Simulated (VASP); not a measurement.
Input of a VASP 6.6.1 run:

File POSCAR:

```
MgO                                     
1.0
    0.0000000000      2.1039232589      2.1039232589
    2.1039232589      0.0000000000      2.1039232589
    2.1039232589      2.1039232589      0.0000000000
  Mg              O             
     1     1
Direct
     0.0000000000000000    0.0000000000000000    0.0000000000000000
     0.5000000000000000    0.5000000000000000    0.5000000000000000
```

The input INCAR.step1:

```
SYSTEM = MgO
PREC = Accurate
ENCUT = 520
EDIFF = 1E-5
ISMEAR = 0
SIGMA = 0.03
LREAL = .False.
LASPH = .True.
NELM = 80
ALGO = Normal
ISIF = 2
LWAVE = .True.
LCHARG = .False.
NBANDS = 11
KPAR = 4
GGA = PE
```

File INCAR.step2:

```
SYSTEM = MgO
PREC = Accurate
ENCUT = 520
EDIFF = 1E-7
ISMEAR = 0
SIGMA = 0.03
LREAL = .False.
LASPH = .True.
NELM = 80
ALGO = Normal
ISIF = 2
LWAVE = .False.
LCHARG = .False.
GGA = PE
LHFCALC = .True.
HFSCREEN = 0.2
PRECFOCK = Fast
NBANDS = 11
KPAR = 4
ISTART = 1
```

Contents of KPOINTS:

```
Automatic mesh
0
Gamma
  8 8 8
  0 0 0
```

File KPOINTS_OPT:

```
explicit points
6
Reciprocal
 0.0000000000  0.0000000000  0.0000000000 1
 0.3750000000  0.3750000000  0.7500000000 1
 0.5000000000  0.5000000000  0.5000000000 1
 0.6250000000  0.2500000000  0.6250000000 1
 0.5000000000  0.2500000000  0.7500000000 1
 0.5000000000  0.0000000000  0.5000000000 1
```

Potentials or basis: VASP PAW PBE potentials, release 64 (Mg, O).

Launch:

```bash
$ cat potpaw_PBE.64/Mg/POTCAR potpaw_PBE.64/O/POTCAR > POTCAR
$ cp INCAR.step1 INCAR
$ mpirun -np 4 vasp_std > vasp.out
$ cp INCAR.step2 INCAR
$ mpirun -np 4 vasp_std > vasp.out
```

Q: What does it give for the band gap on the k mesh?

A: 6.49 eV, direct.

Q: What does it give for the band gap along the path?

A: 6.49 eV, direct.

**The experiment to reproduce.**

“Electronic structure of alkaline earth and post-transition metal oxides”, 2009, arxiv:0908.1581 quotes, for a bulk crystal of MgO: band gap 7.83 eV.

Against the measured gap of MgO, 7.83 eV (quoted in “Electronic structure of alkaline earth and post-transition metal oxides”, 2009, arxiv:0908.1581), the calculated 6.49 eV is off by -1.34 eV. The value is that of HSE06, without temperature or zero-point motion.
